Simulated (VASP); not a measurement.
Here is the system:

```xyz
5
Lattice="4.0058 0.0000 0.0000 0.0000 4.0058 0.0000 0.0000 0.0000 4.0624" Properties=species:S:1:pos:R:3 pbc="T T T"
Ba     0.0000     4.0058     4.0614
Ti     2.0029     2.0029     2.0842
O      2.0029     2.0029     3.9740
O      0.0000     2.0029     1.9763
O      2.0029     0.0000     1.9763
```

Level of theory: TPSS meta-GGA, VASP's PBE PAW potentials (set 64) (plane waves; VASP 6.6.1). Run with 520 eV cut-off, 6×6×6 Γ-centred mesh, tetrahedra with Blöchl corrections, potentials Ba_sv Ti_sv O.

Unless said otherwise, spin-orbit coupling is left out, though it shifts the bands of the heavy elements here.

Predict the energy per atom (σ→0), band gap (over mesh and band path) with the smallest direct gap where there is one.

| Item | Result |
|---|---|
| band gap (over mesh and band path) | 1.83 eV |
| smallest direct gap (over mesh and band path) | 2.18 eV |
| energy per atom (σ→0) | -12.356 eV/atom |

Only differences to runs with the same potentials and settings are physical.

The compound is BaTiO3 in the tetragonal perovskite structure. It was relaxed first.
